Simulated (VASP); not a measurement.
Output of a VASP run:

### OSZICAR
```
       N       E                     dE             d eps       ncg     rms          rms(c)
DAV:   1     0.378753281642E+02    0.37875E+02   -0.79736E+03  5823   0.136E+03
DAV:   2    -0.774871795983E+01   -0.45624E+02   -0.44582E+02  5309   0.671E+02
DAV:   3    -0.965915646992E+01   -0.19104E+01   -0.18522E+01  5408   0.584E+01
DAV:   4    -0.974724993163E+01   -0.88093E-01   -0.85110E-01  5622   0.926E+00
DAV:   5    -0.975015790517E+01   -0.29080E-02   -0.27832E-02  5297   0.184E+00    0.262E+01
DAV:   6    -0.973822767403E+01    0.11930E-01   -0.31988E-02  5235   0.410E+00    0.156E+01
DAV:   7    -0.974486386526E+01   -0.66362E-02   -0.60918E-02  5026   0.553E+00    0.378E-01
DAV:   8    -0.974460715440E+01    0.25671E-03   -0.40249E-03  5157   0.920E-01    0.898E-02
DAV:   9    -0.974460508912E+01    0.20653E-05   -0.18671E-04  5305   0.214E-01    0.268E-02
DAV:  10    -0.974460165428E+01    0.34348E-05   -0.16170E-05  5393   0.621E-02    0.258E-02
DAV:  11    -0.974460176107E+01   -0.10679E-06   -0.88863E-07  5159   0.137E-02    0.357E-03
DAV:  12    -0.974460191250E+01   -0.15143E-06   -0.60936E-08  2925   0.575E-03    0.196E-03
DAV:  13    -0.974460189928E+01    0.13222E-07   -0.20068E-08  2640   0.864E-03
   1 F= -.97446019E+01 E0= -.97446019E+01  d E =0.000000E+00
```

File OUTCAR:
```
------------------------ aborting loop because EDIFF is reached ----------------------------------------
  FORCE on cell =-STRESS in cart. coord.  units (eV):
  Direction    XX          YY          ZZ          XY          YZ          ZX
  --------------------------------------------------------------------------------------
  Total        0.0700868      0.0700868     -0.0007082      0.0000000     -0.0000000      0.0000000
  in kB        2.0195863      2.0195865     -0.0204073      0.0000000     -0.0000000      0.0000000
  external PRESSURE =       1.3395885 kB  Pullay stress =       0.0000000 kB
  volume of cell :       55.60
      direct lattice vectors                 reciprocal lattice vectors
     1.728263199 -2.993439753  0.000000000     0.289307786 -0.167031924  0.000000000
     1.728263199  2.993439753  0.000000000     0.289307786  0.167031924  0.000000000
     0.000000000  0.000000000  5.373703504     0.000000000  0.000000000  0.186091398
 POSITION                                       TOTAL-FORCE (eV/Angst)
 -----------------------------------------------------------------------------------
      1.72826      0.99782      1.34343        -0.000000      0.000000      0.000000
      1.72826     -0.99782      4.03028         0.000000     -0.000000      0.000000
 -----------------------------------------------------------------------------------
    total drift:                                0.000000      0.000066     -0.000012
  FREE ENERGIE OF THE ION-ELECTRON SYSTEM (eV)
  ---------------------------------------------------
  free  energy   TOTEN  =        -9.7446018993 eV

  energy  without entropy=       -9.7446018993  energy(sigma->0) =       -9.74460190

 total charge

# of ion       s       p       d       tot
------------------------------------------
    1        0.518   6.445   0.972   7.935
    2        0.518   6.445   0.972   7.935
--------------------------------------------------
tot          1.037  12.889   1.944  15.870
```
(Selected blocks of OUTCAR.)

**POSCAR**
```
Lu
1
    1.7282631991    -2.9934397532     0.0000000000
    1.7282631991     2.9934397532     0.0000000000
    0.0000000000     0.0000000000     5.3737035039
Lu
2
Direct
  0.3333330000   0.6666670000   0.2500000000
  0.6666670000   0.3333330000   0.7500000000
```

Write an INCAR and KPOINTS that could have produced this output.

One answer among several that fit: the input of the run itself, PBEsol GGA, plane waves, VASP's PBE PAW potentials (set 64).

File KPOINTS:
```
Automatic mesh
0
Gamma
14 14 8
0 0 0
```

**INCAR**
```
# general
SYSTEM  = Lu
PREC    = Accurate
ENCUT   = 400
LREAL   = .False.   # projection in real space or not
LASPH   = .True.

# electronic loop
EDIFF   = 1E-7   # SCF stop (eV)
NELM    = 100   # most electronic steps
ALGO    = Normal
LMAXMIX = 6   # l cut-off of mixed one-centre charges

# smearing
ISMEAR  = -5   # tetrahedra, Bloechl

# functional
GGA     = PS

# ions
ISIF    = 2

# output
LWAVE   = .False.
LCHARG  = .True.
LORBIT  = 11   # lm-projected
NEDOS   = 601   # DOS grid
```

POTCAR, in this order: Lu_3 (PBE.64 set). Program: vasp_std.

For a metal the tetrahedron method with Blöchl corrections gives inexact stress and forces.

The compound is Lu in the hcp structure. It was relaxed first, which changed the volume by -6 %.
